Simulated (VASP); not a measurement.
Energy against volume of HfN (rock salt). All values below come from AM05 GGA, VASP's PBE PAW potentials (set 64) (plane waves; VASP). Settings: 520 eV cut-off, 14×14×14 Γ-centred mesh, first-order Methfessel-Paxton smearing of 0.10 eV, potentials Hf_pv N.

| V (Å³/atom) | E (eV/atom) |
|---|---|
| 10.600 | -11.21109 |
| 10.938 | -11.24274 |
| 11.276 | -11.25262 |
| 11.615 | -11.24396 |

Fit these four points and predict the energy of the run at 11.953 Å³/atom.

A cubic in V^(−2/3), the third-order Birch-Murnaghan form, passes through the four points with V0 = 11.28 Å³/atom and B0 = 291 GPa, and gives -11.2196 eV/atom there. The run gave -11.2195 eV/atom, +0.1 meV/atom from the fit; all five points give B0 = 292 GPa.

The compound is HfN in the rock salt structure. It was relaxed first.
